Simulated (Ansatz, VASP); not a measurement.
**Two plane-wave programs on GaPt3**

INCAR

```
SYSTEM = GaPt3
PREC     = Accurate       ! precision mode
ENCUT    = 520            ! plane-wave cutoff, eV
EDIFF    = 1E-6           ! SCF threshold, eV
ISMEAR   = 0              ! smearing method
SIGMA    = 0.15           ! smearing width, eV
LREAL    = .False.        ! projectors in reciprocal space
LASPH    = .True.         ! aspherical terms in the spheres
NELM     = 80             ! most SCF steps
ALGO     = Fast           ! electronic algorithm
ISIF     = 2              ! what is computed and relaxed
LWAVE    = .False.        ! write WAVECAR
LCHARG   = .False.        ! write CHGCAR
NBANDS   = 30             ! bands
```

Contents of KPOINTS:

```
Automatic mesh
0
Gamma
  14 14 14
  0 0 0
```

Contents of POSCAR:

```
GaPt3
1.0
    3.8638879488      0.0000000000      0.0000000000
    0.0000000000      3.8638879488      0.0000000000
    0.0000000000      0.0000000000      3.8638879488
Ga Pt
1 3
Direct
    0.0000000000      0.0000000000      0.0000000000
    0.0000000000      0.5000000000      0.5000000000
    0.5000000000      0.5000000000      0.0000000000
    0.5000000000      0.0000000000      0.5000000000
```

Input for Ansatz:

```yaml
crystal:
  lattice:
    - [3.8638879488, 0.0, 0.0]
    - [0.0, 3.8638879488, 0.0]
    - [0.0, 0.0, 3.8638879488]
  atoms:
    - { symbol: Ga, position: [0.0, 0.0, 0.0] }
    - { symbol: Pt, position: [0.0, 0.5, 0.5] }
    - { symbol: Pt, position: [0.5, 0.5, 0.0] }
    - { symbol: Pt, position: [0.5, 0.0, 0.5] }
basis:
  ecutwfc: 420
kpoints:
  mp_grid: { grid: [14, 14, 14] }
hamiltonian:
  xc: lda
scf:
  occupations: { method: gaussian, width: 0.15 }
output:
  forces: true
  stress: true
  eigenvalues: true
```

The cell comes from a database or a generator and needn't be the stable form of this composition.

Alike in both runs: task single point; functional LDA; k mesh 14 × 14 × 14; occupations gaussian, width 0.15 eV; no spin polarisation.

|  | VASP | Ansatz |
| --- | --- | --- |
| version | VASP 6.6.1 | Ansatz 0.2.0 |
| potentials or method | VASP PAW LDA potentials, release 64 (Ga_d, Pt) | scalar-relativistic, plane waves, PAW |
| plane-wave cutoff (eV) | 520 | 420 |
| valence electrons in the cell | 43 | 67 |

Ansatz gave:

- gap on the k mesh at the Fermi level (eV): none
- pressure (GPa): 0.0

Task: What did VASP give for the same quantities?

Result: gap on the k mesh at the Fermi level (eV): none; pressure (GPa): 0.9.

A gap of «none» marks a metal or a gap that the smearing closes. The two sets of potentials don't hold the same shells in valence.

Spin-orbit coupling is left out, which matters for the levels of Pt.
